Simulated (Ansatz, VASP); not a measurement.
# SiC (Moissanite 3C) in two plane-wave programs

Aim: how closely do two programs agree when they are given the same cell, functional and k mesh? The cell is taken from a series of runs on this material, whose earlier steps may have relaxed, scaled, displaced or heated it; both programs get it as it stands.

Calculated with Ansatz 0.2.0; plane waves, with VASP 6.6.1 beside it; G0W0 gap at PBE0 form with 60 % exact exchange with an exact-exchange share of 0.6.

### Step 1. Starting point

The structure is cubic, space group F-43m (No. 216). The conventional cell has a = 4.358 Å, b = 4.358 Å, c = 4.358 Å, α = 90.00°, β = 90.00°, γ = 90.00°. Si has 4 C at 1.89 Å nearest. Nearest to C lie 4 Si at 1.89 Å. Farther neighbours are not listed.

### Step 2. Ansatz: G0W0 gap, PBE0 form with 60 % exact exchange with an exact-exchange share of 0.6

Ansatz runs on its PAW soft_1 files.

Quasiparticle shifts depend on high empty states and on the cores, so they are the hardest test of two PAW sets.

The input, input.yaml:

```yaml
crystal:
  lattice:
    - [0.0, 2.179, 2.179]
    - [2.179, 0.0, 2.179]
    - [2.179, 2.179, 0.0]
  atoms:
    - { symbol: Si, position: [0.0, 0.0, 0.0] }
    - { symbol: C, position: [0.25, 0.25, 0.25] }
kpoints:
  mp_grid: { grid: [8, 8, 8] }
hamiltonian:
  xc: { exchange: pbe, correlation: pbe, exx: { coeff: 0.6 } }
  pseudopotentials: { kind: paw, azcp: { folder: soft_1 } }
scf:
  occupations: { method: fixed }
gw:
  n_empty_bands: 86
  ecut_chi: 150.0
  qp_bands: [v2, c2]
  qp_kpoints: band_edges
  screening: { model: contour_deformation }
```

On the command line:

```console
ansatz run input.yaml --threads 3 --pin off --max-ram 92160MiB --backend cuda --events-out ev --progress --plain --runs-dir out --devices 1 --max-vram 13GiB
```

Numbers of over 12 decimals in the logs are rounded to 6 here.

The log of the run:

```text
GPUs: using 1 of 1 available (devices: 1).
Engine: ansatz 0.2.0, x86_64-unknown-linux-gnu
Pseudopotentials: kind: paw
Pseudopotential: Si, paw, valence charge 4, recommended cutoff 420 eV (normal), soft_1/Si.paw.azcp
Pseudopotential: C, paw, valence charge 4, recommended cutoff 420 eV (normal), soft_1/C.paw.azcp
Functional definition: unnamed
  parameter a_1 = 0.6
  exchange = (1 - a_1)*pbe_x + a_1*exact_x
  correlation = pbe_c
davidson cushion auto → on  (no smearing: the cushion is to keep the highest requested band from converging to the state above it; pin scf.eigensolver.cushion to override)
device memory: the entry about to start is reckoned to put 0.4 GiB on a device that reports 45.0 GiB free (of which the cap on the GPU budget leaves the run 13.0 GiB)
GPU FFT provider: cuFFT
GPU libraries: cuBLAS 13.8.2, cuFFT 12.4.0, cuSOLVER 12.3.4
Crystal: 2 atoms, lattice volume = 20.692 Å³
Basis set: ecut = 420 eV, 411 PW (Γ)
Bands: 8, of which v1, the nominal top of the filled ones, is band 4 counted from 1 (3 counted from 0)
Symmetry: 24 space group operations
Space group: F-43m (ITA 216), of the structure as read, at distance tolerance 2.7e-5 Å
k-points: 29 of 512 (time reversal used)
Non-local potential: Si, projectors of the file, l = 0: 2, l = 1: 2, l = 2: 1
Non-local potential: C, projectors of the file, l = 0: 2, l = 1: 2, l = 2: 1
PAW form: soft (Blöchl's): semilocal exchange-correlation on the pseudo side does not see the compensation charge
PAW frozen core: Si, regenerated for the run's functional, and the local potential with it (the file was generated under x = pbe(κ = 0.804, μ = 0.219515), c = pbe(β = 0.066725))
PAW frozen core: C, regenerated for the run's functional, and the local potential with it (the file was generated under x = pbe(κ = 0.804, μ = 0.219515), c = pbe(β = 0.066725))
PAW one-centre angular grid: Si, 110 points (default); XC on 64 Gauss nodes
PAW one-centre angular grid: C, 110 points (default); XC on 64 Gauss nodes
Initial density: superposition of atomic densities (chi_scale 0.1, normalization cell, long waves kept (reshape's long-wave potential 0.00 eV rms))
Initial wavefunctions: pseudopotential atomic-orbital guess
GPU buffer pool allocated for 13824 grid points (all kernels)
GPU transforms: local potential and band sums: pruned to the plane-wave sphere, on 24×24×24
Functional: x = pbe(κ = 0.804, μ = 0.219515), c = pbe(β = 0.066725), warm-up for x = 0.4 pbe(κ = 0.804, μ = 0.219515) + 0.6 exact, c = pbe(β = 0.066725)
SCF iter   1: F=—  HF=-888.654693 eV  |F-HF|=—  |Δ(HF+E_count)|=         —  Δρ=1.39e-1  dr2=4.88e0  ethr=1.00e-1  ⟨swp⟩=4.2  Hψ=915  notcnv=0
preconditioner: auto → none  [insulator: Δε(μ)=3.270 eV  Ē_g=14.752 eV  n_scr=0 (ndim 8)  ℏωp=23.1 eV  f_vac=0.000]
iter 2 solved again at ethr=3.78e-3 eV; its pass at ethr=6.10e-2 eV (dr2=3.03e-1 eV) is discarded
SCF iter   2: F=—  HF=-887.225385 eV  |F-HF|=—  |Δ(HF+E_count)|=    1.43e0  Δρ=4.91e-2  dr2=3.06e-1  ethr=3.78e-3  ⟨swp⟩=2.3  Hψ=1214  notcnv=0
SCF iter   3: F=—  HF=-887.149712 eV  |F-HF|=—  |Δ(HF+E_count)|=   7.57e-2  Δρ=2.00e-2  dr2=4.13e-2  ethr=3.78e-3  ⟨swp⟩=2.0  Hψ=580  notcnv=0
SCF iter   4: F=—  HF=-887.148961 eV  |F-HF|=—  |Δ(HF+E_count)|=   7.51e-4  Δρ=1.61e-3  dr2=6.57e-4  ethr=5.17e-4  ⟨swp⟩=2.5  Hψ=597  notcnv=0
SCF iter   5: F=-887.148923 eV  HF=-887.148922 eV  |F-HF|=1.84e-6  |Δ(HF+E_count)|=   3.92e-5  Δρ=1.37e-4  dr2=1.78e-6  ethr=8.21e-6  ⟨swp⟩=3.6  Hψ=782  notcnv=0
SCF 1 stopped early in 5 iterations: F = -887.148923 eV  dr2 = 1.78e-6
  greatest PAW one-centre occupation: 0.647 electrons in one spin orbital (limit 2), on the C atom at site 1 (counted from 0), in its partial waves of l = 0
device memory: the entry about to start is reckoned to put 1.1 GiB on a device that reports 44.9 GiB free (of which the cap on the GPU budget leaves the run 13.0 GiB)
GPU FFT provider: cuFFT
GPU libraries: cuBLAS 13.8.2, cuFFT 12.4.0, cuSOLVER 12.3.4
Initial density: handed on by an earlier stage of this run
Initial wavefunctions: those handed on with the density
GPU buffer pool allocated for 13824 grid points (all kernels)
GPU transforms: local potential and band sums: pruned to the plane-wave sphere, on 24×24×24
Functional: x = 0.4 pbe(κ = 0.804, μ = 0.219515) + 0.6 exact, c = pbe(β = 0.066725)
Exchange kernel: α = 0.6000, full range, Wigner–Seitz truncation, v(0) = 16722.1931 eV·Å³, q-mesh 8×8×8, nearest image of the exchange supercell L = 24.65 Å, pair-density grid 15×15×15, without the augmentation charges, whose exchange is taken in its separable form by FFT convolution over the k-point mesh (sized by the pseudopotential files, 18×18×18 at the most), smooth part of the exact exchange by density-matrix convolution in up to 1.84 GiB of GPU memory as planned if the GPU has room (build and FFT work areas not counted)
Frozen-core exchange: fock
[...]
preconditioner: auto → none  [insulator: Δε(μ)=5.306 eV  Ē_g=20.657 eV  n_scr=0 (ndim 8)  ℏωp=23.1 eV  f_vac=0.000]
SCF iter   2: F=—  HF=-889.342648 eV  |F-HF|=—  |Δ(HF+E_count)|=   9.75e-6  Δρ=1.51e-4  dr2=5.38e-6  ethr=7.67e-8  ⟨swp⟩=4.0  Hψ=867  notcnv=0
SCF iter   3: F=—  HF=-889.342648 eV  |F-HF|=—  |Δ(HF+E_count)|=   3.36e-7  Δρ=1.31e-4  dr2=5.22e-6  ethr=6.33e-8  ⟨swp⟩=3.1  Hψ=795  notcnv=0
[...]
Exchange-term sweep: 24 of 29 (spin, k) points
Exchange-term sweep: 25 of 29 (spin, k) points
Exchange-term sweep: 27 of 29 (spin, k) points
Exchange-term sweep: 28 of 29 (spin, k) points
Exchange-term sweep: 29 of 29 (spin, k) points
G₀W₀ screening: q 1/29
[... further progress lines ...]
hybrid SCF converged: 2 outer / 11 inner (+5 warm-up), last move |dexx| = 1.23e-5 eV, tail = 2.65e-7 eV
Stability not checked: this state was not tested for a lower state beside it, because the functional holds exact exchange (a hybrid, or Hartree-Fock), whose exchange loop this test does not read (fock_operator; see scf.lower_state_search)
Free energy (F): -889.342648 eV
Frozen-core exchange: fock
Harris-Foulkes:  -889.342648 eV  (|F-HF|=2.18e-8)
Internal energy: -889.342648 eV  (E = F + TS)
E sigma→0 (E₀):  -889.342648 eV
Fermi energy:    7.045079 eV
--- Per-component energies (eV) ---
  E_band       = -2.433903
  E_kinetic    = 133.690643
  E_local      = -93.654316  (includes V_loc(G=0)·N_el)
  E_nonlocal   = 42.719068
  E_hartree    = 32.055616
  E_xc         = -48.857539
  E_vxc        = -50.729595  (∫ρ·V_xc dr)
  E_exx        = -44.576004  (= α·E_x^exact, valence–valence)
  E_paw        = -625.759748  (= ΣΔE_a)
  E_vpaw       = -9.417251  (= ΣTr[D̂ρ^β])
  E_aug_tail   = 0.000051  (compensation charges beyond the density's cutoff)
  E_ewald      = -284.783780
  E_core_change = -0.176640  (= ΣΔE_core)
  E_smearing   = -0.000000  (= −TS)
  E_closure    = 0.000000  (closes the sum)
  Σ components = -889.342648   (vs F -889.342648, Δ=0.00e0)
--- Band table (eV; the first three rows and the last of 29) ---
  k-point 0: bands = ["-12.1977", "7.0451", "7.0451", "7.0451", "18.2620", "19.3239"]
  k-point 1: bands = ["-11.8304", "5.2462", "6.8025", "6.8025", "18.4329", "19.7618"]
  k-point 2: bands = ["-10.7579", "1.7317", "6.3024", "6.3024", "17.8491", "20.0372"]
  k-point 28: bands = ["-5.9948", "-1.5893", "0.9118", "1.4390", "16.8303", "21.7525"]
  guard bands above this table: 2 of the run's 8 bands. The solve was not asked for them (output.publish_guard_bands: true or output.eigenvalues: true publishes all)
--- G₀W₀: contour deformation, 6 samples at zero and on the imaginary axis and 3 off it, 512 q-points, 86 empty bands' worth ---
  eigenvalues of the whole cell's RPA ε∞ on this k-mesh (on a slab, of 1 + 4πα/V) = 3.9871, 3.9871, 3.9871; static W/v taken at q = 0 is 0.250809
  bands read: the sum over 90 bands ends inside a degenerate multiplet in 5 slots, whose members it reads at an even weight; the widest, k=1: bands 90 to 91 (counted from 1) at 1/2 each
  gw.qp_kpoints: band_edges: 12 of 29 stored k-points solved, in 1 pass; an edge of the gap read off the rows below is read off those points alone
    valence top: of the k-points left out ik 6 came nearest to being solved in a further pass, in band 4 (counted from 1, as in the quasiparticle table): it holds the edge there only if its correction is more favourable than any solved in that band by at least 0.938 eV; those differ by 0.252 eV
    conduction bottom: of the k-points left out ik 18 came nearest to being solved in a further pass, in band 5 (counted from 1, as in the quasiparticle table): it holds the edge there only if its correction is more favourable than any solved in that band by at least 0.634 eV; those differ by 0.403 eV
    ik  band        ε_KS         Σx   Σc(E_QP)       V_xc       Z   E_QP_lin       E_QP  E_QP is
     0     3      7.0451   -18.4507     1.5311   -18.1000  0.8542     8.2211     8.2254  root
     0     4      7.0451   -18.4507     1.5311   -18.1000  0.8542     8.2211     8.2254  root
     0     5     18.2620    -8.9523    -4.4769   -12.3085  0.8500    17.1467    17.1413  root
     0     6     19.3239    -7.8649    -4.3002   -11.1515  0.8609    18.3146    18.3105  root
     1     3      6.8025   -18.4691     1.5643   -18.1000  0.8537     7.9932     7.9977  root
     1     4      6.8025   -18.4691     1.5643   -18.1000  0.8537     7.9932     7.9977  root
     1     5     18.4329    -8.3650    -4.3611   -11.6646  0.8559    17.3761    17.3714  root
     1     6     19.7618    -7.7786    -4.3878   -11.1119  0.8583    18.7120    18.7073  root
     2     3      6.3024   -18.5495     1.6439   -18.1335  0.8526     7.5253     7.5303  root
     2     4      6.3024   -18.5495     1.6439   -18.1335  0.8526     7.5253     7.5303  root
     2     5     17.8491    -8.4122    -4.2312   -11.6328  0.8605    16.8424    16.8385  root
     2     6     20.0372    -7.2032    -4.4504   -10.5700  0.8572    18.9588    18.9536  root
     3     3      5.8918   -18.6517     1.7171   -18.1893  0.8515     7.1411     7.1465  root
     3     4      5.8918   -18.6517     1.7171   -18.1893  0.8515     7.1411     7.1465  root
     3     5     17.3862    -8.6283    -4.1644   -11.8016  0.8620    16.3987    16.3951  root
     3     6     19.4682    -6.6688    -4.3551    -9.9822  0.8611    18.4311    18.4265  root
     4     3      5.7410   -18.6968     1.7452   -18.2164  0.8511     7.0002     7.0058  root
     4     4      5.7410   -18.6968     1.7452   -18.2164  0.8511     7.0002     7.0058  root
     4     5     17.2302    -8.7254    -4.1426   -11.8825  0.8624    16.2483    16.2448  root
     4     6     19.1531    -6.5480    -4.3069    -9.8343  0.8628    18.1367    18.1324  root
     5     3      6.2005   -18.3816     1.6433   -17.9713  0.8526     7.4285     7.4336  root
     5     4      6.2005   -18.3816     1.6433   -17.9713  0.8526     7.4285     7.4336  root
     5     5     17.9659    -7.6313    -4.1990   -10.8491  0.8627    16.9884    16.9847  root
     5     6     19.4568    -8.7269    -4.5547   -12.1335  0.8486    18.3147    18.3087  root
[...]
17     3      3.5203   -18.5722     2.0823   -17.8970  0.8446     4.9192     4.9274  root
    17     4      3.5203   -18.5722     2.0823   -17.8970  0.8446     4.9192     4.9274  root
    17     5     13.2119    -6.7001    -3.6930    -9.6261  0.8726    12.4467    12.4449  root
    17     6     16.3002    -7.0023    -3.9146   -10.0598  0.8733    15.4455    15.4431  root
    20     3      3.1129   -18.6265     2.1505   -17.9081  0.8431     4.5362     4.5450  root
    20     4      3.1129   -18.6265     2.1505   -17.9081  0.8431     4.5362     4.5450  root
    20     5     12.3520    -6.7087    -3.5751    -9.5657  0.8739    11.6354    11.6339  root
    20     6     15.7379    -7.1575    -3.8507   -10.1726  0.8744    14.9046    14.9024  root
```

The column dr2 measures how far the density is from self-consistency, as an energy; F and HF (Harris–Foulkes) agree once it is small.

(Part 1 of 2 ends here.)

[Lines on the potential files, build, host, timing and source positions are cut from VASP's logs without a mark.]

[Logs are printed without paths, hosts, clocks, repeated set-up lines and the standing remarks that a program may print on its own settings, such as how far it seeks lower states.]

[Hosts, paths, dates, database ids (printed as entryN), source tags and the programs' standing remarks are cut or masked in the printed files.]
